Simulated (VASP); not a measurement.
```
PtGe2
1.0
    5.78104     0.00000     0.00000
    0.00000     6.19796     0.00000
    0.00000     0.00000     2.91438
Pt Ge
2 4
Direct
  0.00000   0.00000   0.00000
  0.50000   0.50000   0.50000
  0.16708   0.62823   0.00000
  0.83292   0.37177   0.00000
  0.33292   0.12823   0.50000
  0.66708   0.87177   0.50000
```

All values below come from PBEsol GGA, VASP's PBE PAW potentials (set 64) (plane waves; VASP 6.6.1). Numerical set-up: 400 eV cut-off, Gaussian smearing of 0.050 eV, potentials Pt Ge_d.

Give the energies of bands 31 to 44 at the high-symmetry points, in eV from the Fermi level.

```tsv
band	Γ	X	S	Y	Z	U	R	T
31	-3.31	-3.07	-3.10	-3.41	-3.28	-3.67	-3.92	-3.44
32	-3.08	-3.07	-3.10	-3.41	-3.28	-3.67	-3.92	-3.44
33	-3.03	-3.07	-2.34	-3.04	-2.57	-3.50	-3.11	-2.29
34	-2.41	-3.07	-2.34	-3.04	-2.57	-3.50	-3.11	-2.29
35	-2.38	-2.37	-2.15	-2.38	-1.44	-2.19	-2.71	-1.34
36	-2.31	-2.37	-2.15	-2.38	-1.44	-2.19	-2.71	-1.34
37	-2.29	-0.95	-0.60	-0.84	-1.30	-1.04	-0.10	-0.39
38	-2.19	-0.95	-0.60	-0.84	-1.30	-1.04	-0.10	-0.39
39	1.58	3.87	1.15	2.93	0.03	0.39	1.06	0.62
40	4.46	3.87	1.15	2.93	0.03	0.39	1.06	0.62
41	5.38	4.15	4.59	3.71	1.96	2.27	2.99	1.00
42	5.54	4.15	4.59	3.71	1.96	2.27	2.99	1.00
43	6.08	6.10	6.84	5.54	3.03	4.81	4.31	2.62
44	6.43	6.10	6.86	5.54	3.03	4.81	4.31	2.62
```

It has no gap at this level: it comes out as a metal or semimetal.

The structure comes from a measured Ge2Pt entry (Pnnm) of the Crystallography Open Database, whose conditions weren't checked. It was relaxed first.
